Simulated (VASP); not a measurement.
An input for Quantum ESPRESSO's pw.x (written as the equivalent of a VASP run, and not itself run):

```
&CONTROL
  calculation = 'vc-relax'
  pseudo_dir = './pseudo'
  outdir = './out'
  tprnfor = .true.
  tstress = .true.
  nstep = 40
  forc_conv_thr = 0.00078
/
&SYSTEM
  ibrav = 0
  nat = 4
  ntyp = 2
  ecutwfc = 78
  occupations = 'smearing'
  smearing = 'gaussian'
  degauss = 0.003675
  input_dft = 'pbesol'
/
&ELECTRONS
  conv_thr = 7.3e-08
  electron_maxstep = 100
/
&IONS
/
&CELL
  press = 200
/
ATOMIC_SPECIES
  Si 28.085 Si.upf
  Ge 72.630 Ge.upf
CELL_PARAMETERS angstrom
     3.6810187    0.0000000    0.0000000
    -1.8405093    3.1878556   -0.0000000
    -0.0000000   -0.0000000    6.1018566
ATOMIC_POSITIONS crystal
  Si   0.3333330  0.6666670  0.0011596
  Si   0.6666670  0.3333330  0.5011596
  Ge   0.3333330  0.6666670  0.3738404
  Ge   0.6666670  0.3333330  0.8738404
K_POINTS automatic
  7 7 4 0 0 0
```

### Question
Translate this input to VASP (INCAR, KPOINTS, POSCAR, choice of POTCAR).

### Answer
Several could match; the one computed here: 
INCAR:
```
SYSTEM = SiGe
PREC = Accurate
ENCUT = 500
EDIFF = 1E-6
NELM = 100
ALGO = Normal
LREAL = .FALSE.
LASPH = .TRUE.
ISMEAR = 0
SIGMA = 0.05
GGA = PS
LMAXMIX = 4
LWAVE = .FALSE.
LCHARG = .FALSE.
IBRION = 2
ISIF = 3
NSW = 40
EDIFFG = -0.02
PSTRESS = 200
```

### POSCAR
```
SiGe
1
    3.6810186532     0.0000000000     0.0000000000
   -1.8405093265     3.1878556489    -0.0000000000
   -0.0000000000    -0.0000000000     6.1018565738
Si Ge
2 2
Direct
  0.3333330000   0.6666670000   0.0011596199
  0.6666670000   0.3333330000   0.5011596199
  0.3333330000   0.6666670000   0.3738403801
  0.6666670000   0.3333330000   0.8738403801
```

KPOINTS:
```
Automatic mesh
0
gamma
7 7 4
0 0 0
```

POTCAR, in this order: Si Ge_d (PBE.64 set). Program: vasp_std.

Limits of the translation: the potentials are each code's own (VASP's PAW set, PseudoDojo norm-conserving files in pw.x), so ENCUT and ecutwfc are chosen apart and not converted; conv_thr bounds pw.x's estimated SCF error, while EDIFF bounds the energy change between steps; forc_conv_thr acts on force components and is met together with etot_conv_thr.

The structure was generated: SiGe was put into the wurtzite type (P6_3mc), which need not be its known phase. It was relaxed first under an external pressure of 20 GPa.
